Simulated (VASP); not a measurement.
Method: r2SCAN+rVV10, VASP's PBE PAW potentials (set 64) (plane waves; VASP 6.6.1).

The input files of a VASP run:

KPOINTS:
```
K-points
0
Gamma
9 9 9
0 0 0
```

### INCAR
```
LASPH = .TRUE.   ! aspherical one-centre terms
ENCUT = 520   ! plane-wave cut-off (eV)
ALGO = Normal   ! blocked Davidson
LUSE_VDW = .TRUE.
NELM = 100
ISMEAR = 1
LCHARG = .FALSE.
SYSTEM = Rb
METAGGA = R2SCAN
BPARAM = 11.95
SIGMA = 0.1   ! width (eV)
PREC = Accurate
LMAXMIX = 4   ! l cut-off of mixed one-centre charges
ISIF = 2   ! forces and stress, cell fixed
LREAL = .FALSE.   ! projection in real space or not
LWAVE = .FALSE.
CPARAM = 0.0093
LMIXTAU = .TRUE.
EDIFF = 1E-7   ! SCF stop (eV)
```

**POSCAR**
```
Rb
1
   -2.8174516426     2.8174516426     2.8174516426
    2.8174516426    -2.8174516426     2.8174516426
    2.8174516426     2.8174516426    -2.8174516426
Rb
1
Direct
  0.0000000000   0.0000000000   0.0000000000
```

POTCAR, in this order: Rb_sv (PBE.64 set). Program: vasp_std.

What VASP printed:

File OSZICAR:
```
       N       E                     dE             d eps       ncg     rms          rms(c)
DAV:   1     0.318673936840E+02    0.31867E+02   -0.33666E+03   560   0.837E+02
DAV:   2    -0.139301420895E+02   -0.45798E+02   -0.44226E+02   656   0.141E+02
DAV:   3    -0.166131318202E+02   -0.26830E+01   -0.26790E+01   744   0.409E+01
DAV:   4    -0.167434589071E+02   -0.13033E+00   -0.12984E+00   976   0.659E+00
DAV:   5    -0.167439722399E+02   -0.51333E-03   -0.51332E-03   856   0.413E-01    0.986E-01
DAV:   6    -0.142140232435E+02    0.25299E+01   -0.12319E+00   560   0.593E+00    0.810E-01
DAV:   7    -0.133384850981E+02    0.87554E+00   -0.24443E-01   576   0.528E+00    0.632E-01
DAV:   8    -0.138044723977E+02   -0.46599E+00   -0.96771E-02   560   0.362E+00    0.393E-01
DAV:   9    -0.133694273400E+02    0.43505E+00   -0.65845E-02   560   0.267E+00    0.125E-01
DAV:  10    -0.136229305427E+02   -0.25350E+00   -0.27220E-01   616   0.505E+00    0.118E-01
DAV:  11    -0.136236907658E+02   -0.76022E-03   -0.48173E-03   920   0.587E-01    0.126E-01
DAV:  12    -0.136271781121E+02   -0.34873E-02   -0.96995E-05   800   0.120E-01    0.126E-01
DAV:  13    -0.136299401095E+02   -0.27620E-02   -0.18348E-04   704   0.182E-01    0.116E-01
DAV:  14    -0.136341832440E+02   -0.42431E-02   -0.10964E-03   680   0.331E-01    0.294E-01
DAV:  15    -0.136434532772E+02   -0.92700E-02   -0.16591E-03   608   0.509E-01    0.481E-01
DAV:  16    -0.136408511962E+02    0.26021E-02   -0.59113E-03   568   0.132E+00    0.482E-01
DAV:  17    -0.136398935171E+02    0.95768E-03   -0.10865E-03   640   0.528E-01    0.402E-01
DAV:  18    -0.136255718741E+02    0.14322E-01   -0.36829E-02   560   0.262E+00    0.258E-01
DAV:  19    -0.136252680809E+02    0.30379E-03   -0.59423E-04   824   0.186E-01    0.249E-01
DAV:  20    -0.136254119474E+02   -0.14387E-03   -0.80003E-05   736   0.117E-01    0.251E-01
DAV:  21    -0.136254107394E+02    0.12080E-05   -0.66313E-07   936   0.683E-03    0.251E-01
DAV:  22    -0.136259612441E+02   -0.55050E-03   -0.15228E-03   560   0.573E-01    0.202E-01
DAV:  23    -0.136264601300E+02   -0.49889E-03   -0.63631E-04   576   0.240E-01    0.114E-01
DAV:  24    -0.136266449134E+02   -0.18478E-03   -0.80602E-04   560   0.347E-01    0.122E-01
DAV:  25    -0.136266338131E+02    0.11100E-04   -0.23518E-04   560   0.162E-01    0.121E-01
DAV:  26    -0.136265860302E+02    0.47783E-04   -0.37898E-05   592   0.913E-02    0.101E-01
DAV:  27    -0.136270578912E+02   -0.47186E-03   -0.59802E-04   560   0.366E-01    0.513E-02
DAV:  28    -0.136267309903E+02    0.32690E-03   -0.23464E-04   560   0.131E-01    0.333E-02
DAV:  29    -0.136266960991E+02    0.34891E-04   -0.15567E-04   560   0.211E-01    0.199E-02
DAV:  30    -0.136268927545E+02   -0.19666E-03   -0.19964E-04   560   0.182E-01    0.127E-02
DAV:  31    -0.136268837505E+02    0.90040E-05   -0.12442E-05   728   0.424E-02    0.116E-02
DAV:  32    -0.136268849244E+02   -0.11739E-05   -0.24913E-06   608   0.202E-02    0.131E-02
DAV:  33    -0.136268419600E+02    0.42964E-04   -0.75122E-06   560   0.364E-02    0.147E-02
DAV:  34    -0.136268012250E+02    0.40735E-04   -0.16357E-05   560   0.451E-02    0.132E-02
DAV:  35    -0.136268105070E+02   -0.92819E-05   -0.19905E-06   592   0.199E-02    0.112E-02
DAV:  36    -0.136268109169E+02   -0.40990E-06   -0.10577E-05   560   0.390E-02    0.646E-03
DAV:  37    -0.136268118653E+02   -0.94842E-06   -0.88066E-06   560   0.338E-02    0.359E-03
DAV:  38    -0.136268174133E+02   -0.55480E-05   -0.86971E-06   560   0.365E-02    0.183E-03
DAV:  39    -0.136268170307E+02    0.38258E-06   -0.28156E-06   576   0.276E-02    0.529E-04
DAV:  40    -0.136268163377E+02    0.69301E-06   -0.80099E-07   560   0.123E-02    0.204E-04
DAV:  41    -0.136268161844E+02    0.15326E-06   -0.34388E-07   624   0.623E-03    0.559E-05
DAV:  42    -0.136268162112E+02   -0.26796E-07   -0.41224E-08   712   0.217E-03
   1 F= -.13626816E+02 E0= -.13626595E+02  d E =-.664174E-03
```

File OUTCAR:
```
------------------------ aborting loop because EDIFF is reached ----------------------------------------
  FORCE on cell =-STRESS in cart. coord.  units (eV):
  Direction    XX          YY          ZZ          XY          YZ          ZX
  --------------------------------------------------------------------------------------
  Total        0.0430215      0.0430215      0.0430215      0.0000000     -0.0000000      0.0000000
  in kB        0.7704887      0.7704887      0.7704887      0.0000000     -0.0000000      0.0000000
  external PRESSURE =       0.7704887 kB  Pullay stress =       0.0000000 kB
  volume of cell :       89.46
      direct lattice vectors                 reciprocal lattice vectors
    -2.817451643  2.817451643  2.817451643     0.000000000  0.177465335  0.177465335
     2.817451643 -2.817451643  2.817451643     0.177465335  0.000000000  0.177465335
     2.817451643  2.817451643 -2.817451643     0.177465335  0.177465335  0.000000000
 POSITION                                       TOTAL-FORCE (eV/Angst)
 -----------------------------------------------------------------------------------
      0.00000      0.00000      0.00000         0.000000     -0.000000      0.000000
 -----------------------------------------------------------------------------------
    total drift:                               -0.000000      0.000000      0.000000
  FREE ENERGIE OF THE ION-ELECTRON SYSTEM (eV)
  ---------------------------------------------------
  free  energy   TOTEN  =       -13.6268162112 eV

  energy  without entropy=      -13.6261520371  energy(sigma->0) =      -13.62659482
```
(Selected blocks of OUTCAR.)

OUTCAR:
```
 val. band max:        0.0299456864   @ k =  -0.3333   0.4444   0.1111

 cond. band min:       0.1144896758   @ k =   0.4444   0.0000   0.0000


 Fermi energy:         0.0790886447

 k-point     1 :       0.0000    0.0000    0.0000
  band No.  band energies     occupation
      1     -29.9350      2.00000
      2     -13.4240      2.00000
      3     -13.4240      2.00000
      4     -13.4240      2.00000
      5      -2.0334      2.00000
      6       4.2241      0.00000
      7       4.2241      0.00000
      8       4.2241      0.00000

 k-point     2 :       0.1111    0.0000    0.0000
  band No.  band energies     occupation
      1     -29.9344      2.00000
      2     -13.4366      2.00000
      3     -13.4280      2.00000
      4     -13.4241      2.00000
      5      -1.8769      2.00000
      6       3.9171      0.00000
      7       3.9907      0.00000
      8       4.3678      0.00000

 k-point     3 :       0.2222    0.0000    0.0000
  band No.  band energies     occupation
      1     -29.9330      2.00000
      2     -13.4681      2.00000
      3     -13.4380      2.00000
      4     -13.4241      2.00000
      5      -1.4250      2.00000
      6       3.0211      0.00000
      7       3.5530      0.00000
      8       4.7913      0.00000

 k-point     4 :       0.3333    0.0000    0.0000
  band No.  band energies     occupation
      1     -29.9313      2.00000
      2     -13.5033      2.00000
      3     -13.4494      2.00000
      4     -13.4243      2.00000
      5      -0.7292      2.00000
      6       2.0555     -0.00000
      7       3.1867      0.00000
      8       5.0960      0.00000

 k-point     5 :       0.4444    0.0000    0.0000
  band No.  band energies     occupation
      1     -29.9302      2.00000
      2     -13.5258      2.00000
      3     -13.4568      2.00000
      4     -13.4243      2.00000
      5       0.1145      0.44042
      6       1.1296     -0.00000
      7       2.9892      0.00000
...
```

The compound is Rb in the bcc structure. This cell is one point of a volume scan, at 0.97 of the reference volume.
